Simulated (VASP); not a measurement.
An input for Quantum ESPRESSO's pw.x (written as the equivalent of a VASP run, and not itself run):

```
&CONTROL
  calculation = 'vc-relax'
  pseudo_dir = './pseudo'
  outdir = './out'
  tprnfor = .true.
  tstress = .true.
  nstep = 40
  forc_conv_thr = 0.00078
/
&SYSTEM
  ibrav = 0
  nat = 2
  ntyp = 2
  ecutwfc = 86
  occupations = 'smearing'
  smearing = 'gaussian'
  degauss = 0.003675
  input_dft = 'pbesol'
/
&ELECTRONS
  conv_thr = 7.3e-08
  electron_maxstep = 100
/
&IONS
/
&CELL
  press = 300
/
ATOMIC_SPECIES
  Zn 65.380 Zn.upf
  Se 78.971 Se.upf
CELL_PARAMETERS angstrom
     0.0000000    2.6419030    2.6419030
     2.6419030    0.0000000    2.6419030
     2.6419030    2.6419030    0.0000000
ATOMIC_POSITIONS crystal
  Zn   0.0000000  0.0000000  0.0000000
  Se   0.2500000  0.2500000  0.2500000
K_POINTS automatic
  9 9 9 0 0 0
```

Problem. Write the VASP files for the same calculation (PBEsol).

Solution. Several could match; the one computed here: 
**INCAR**
```
SYSTEM = ZnSe
PREC = Accurate
ENCUT = 500
EDIFF = 1E-6
NELM = 100
ALGO = Normal
LREAL = .FALSE.
LASPH = .TRUE.
ISMEAR = 0
SIGMA = 0.05
GGA = PS
LMAXMIX = 4
LWAVE = .FALSE.
LCHARG = .FALSE.
IBRION = 2
ISIF = 3
NSW = 40
EDIFFG = -0.02
PSTRESS = 300
```

KPOINTS:
```
Automatic mesh
0
Gamma
9 9 9
0 0 0
```

File POSCAR:
```
ZnSe
1
    0.0000000000     2.6419030233     2.6419030233
    2.6419030233     0.0000000000     2.6419030233
    2.6419030233     2.6419030233     0.0000000000
Zn Se
1 1
Direct
  0.0000000000   0.0000000000   0.0000000000
  0.2500000000   0.2500000000   0.2500000000
```

POTCAR, in this order: Zn Se (PBE.64 set). Program: vasp_std.

Limits of the translation: the potentials are each code's own (VASP's PAW set, PseudoDojo norm-conserving files in pw.x), so ENCUT and ecutwfc are chosen apart and not converted; conv_thr bounds pw.x's estimated SCF error, while EDIFF bounds the energy change between steps; forc_conv_thr acts on force components and is met together with etot_conv_thr.

The structure was generated: ZnSe was put into the zinc blende type (F-43m), which need not be its known phase. This run relaxes it under an external pressure of 30 GPa. Symmetry was kept, so distortions that lower it aren't found.
